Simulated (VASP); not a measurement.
Consider the following.

```yaml
crystal:
  lattice:
    - [0.00000, 1.72930, 1.72930]
    - [1.72930, 0.00000, 1.72930]
    - [1.72930, 1.72930, 0.00000]
  atoms:
    - { symbol: Cu, position: [0.00000, 0.00000, 0.00000] }
```

Level of theory: PBE GGA, VASP's PBE PAW potentials (set 64) (plane waves; VASP). Run with 500 eV cut-off, 18×18×18 Γ-centred mesh, first-order Methfessel-Paxton smearing of 0.10 eV, potentials Cu.

Task: What does the run give for the energy per atom (σ→0), pressure, band gap (on the k-mesh) with the smallest direct gap where there is one?

Result: 
```yaml
band gap (on the k-mesh): none (metal, semimetal or under 0.01 eV)
energy per atom (σ→0): -3593 meV/atom
pressure: 29.75 GPa
```

The absolute energy has meaning only against runs of the same code, potentials and settings.

The compound is Cu in the fcc structure. It was relaxed first under an external pressure of 30 GPa.
